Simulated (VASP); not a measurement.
# Bi3SbO3: relaxation of cell and atoms with PBE

The system is Bi3SbO3.

```
Sb Bi O
1.0
     3.93000    0.00000    0.00000
     0.00000    3.93000    0.00000
     0.00000    0.00000    9.49300
Sb Bi O
1 3 3
Direct
  0.00000 0.00000 0.37227
  0.50000 0.50000 0.12746
  0.00000 0.00000 0.86169
  0.50000 0.50000 0.53555
  0.00000 0.50000 0.99968
  0.50000 0.00000 0.99968
  0.50000 0.50000 0.76383
```

The cell was built by a generator and needn't be a form met in nature.

```
Program                : VASP 6.6.1
Task                   : relaxation of cell and atoms
Functional             : PBE
Potentials or basis    : VASP PAW PBE potentials, release 64 (Sb, Bi_d, O)
Cutoff                 : 520 eV
k mesh                 : 8 × 8 × 4
Occupations            : gaussian, width 0.1 eV
Spin                   : no spin polarisation
Further INCAR settings : ALGO = Normal; EDIFF = 1e-06; IBRION = 2; EDIFFG = -0.01; NSW = 90; ISIF = 3
```

| Quantity | Value |
| --- | --- |
| Relaxed volume | 20.88 Å³/atom |
| Relaxed cell | a = 3.893 Å, b = 3.893 Å, c = 9.645 Å, α = 90.00°, β = 90.00°, γ = 90.00° |
| Space group after relaxing (to 0.05 Å) | P4mm (No. 99) |
| Energy gained by relaxing | 2.5 meV/atom |
| Ionic steps | 17 |
| Pressure after relaxing | 0.0 GPa |
| Largest force after relaxing | 0.010 eV/Å |
| Band gap on the k mesh | none (metal or under the smearing width) |

Forces in eV/Å, atoms in the order of the input:
```
Sb   0.000  0.000  0.006
Bi   0.000  0.000 -0.001
Bi   0.000  0.000  0.002
Bi   0.000  0.000  0.000
O    0.000  0.000  0.002
O    0.000  0.000  0.002
O    0.000  0.000 -0.010
```

The path:
| step | energy change (eV) | largest force (eV/Å) | pressure (GPa) | volume (Å³) |
| --- | --- | --- | --- | --- |
| 1 | 0.0000 | 0.1890 | -0.04 | 146.62 |
| 2 | -0.0071 | 0.1432 | -0.15 | 146.49 |
| 3 | -0.0114 | 0.2073 | -0.30 | 146.31 |
| 4 | -0.0152 | 0.0961 | 0.16 | 145.61 |
| 5 | -0.0154 | 0.0864 | 0.29 | 145.39 |
| 6 | -0.0165 | 0.0666 | 0.08 | 145.81 |
| 7 | -0.0166 | 0.0873 | 0.00 | 145.96 |
| 8 | -0.0170 | 0.0471 | -0.02 | 146.06 |
| 9 | -0.0171 | 0.0271 | -0.04 | 146.19 |
| 10 | -0.0173 | 0.0340 | 0.01 | 146.11 |
| 11 | -0.0173 | 0.0559 | 0.09 | 146.01 |
| 12 | -0.0173 | 0.0527 | 0.10 | 146.01 |
| 13 | -0.0174 | 0.0424 | 0.07 | 146.04 |
| 14 | -0.0175 | 0.0303 | 0.03 | 146.08 |
| 15 | -0.0175 | 0.0312 | 0.03 | 146.08 |
| 16 | -0.0175 | 0.0161 | 0.01 | 146.11 |
| 17 | -0.0176 | 0.0097 | -0.02 | 146.14 |

Final structure:
```
Sb Bi O
1.0
     3.89251    0.00000    0.00000
     0.00000    3.89251    0.00000
     0.00000    0.00000    9.64531
Sb Bi O
1 3 3
Cartesian
  0.0000 0.0000 3.5381
  1.9463 1.9463 1.2610
  0.0000 0.0000 8.3291
  1.9463 1.9463 5.1756
  0.0000 1.9463 0.0035
  1.9463 0.0000 0.0035
  1.9463 1.9463 7.3473
```

Levels at points of the mesh, in eV from the Fermi level:
```
           k point  band 31  band 32  band 33  band 34  band 35  band 36  band 37  band 38
(0.00, 0.00, 0.00)    -2.79    -0.96    -0.96    -0.69     0.21     1.46     2.28     2.28
(0.50, 0.00, 0.00)    -2.51    -1.82    -0.86     0.97     1.11     1.60     1.62     2.84
(0.50, 0.50, 0.00)    -2.82    -2.63    -2.62    -0.85    -0.55    -0.55     2.03     2.45
(0.00, 0.00, 0.50)    -2.57    -0.96    -0.86    -0.86    -0.09     2.07     2.07     2.32
(0.50, 0.00, 0.50)    -2.52    -1.78    -0.88     0.73     1.11     1.63     1.72     2.95
(0.50, 0.50, 0.50)    -2.99    -2.63    -2.62    -1.01    -0.04    -0.04     1.68     2.24
```

Wall time 19 min on 4 MPI ranks on AMD EPYC 7R43 64-Core Processor (Zen 3) (shared host), peak memory 0.38 GiB a rank.

Caveat: spin-orbit coupling is left out, which moves the levels of the heavy elements.
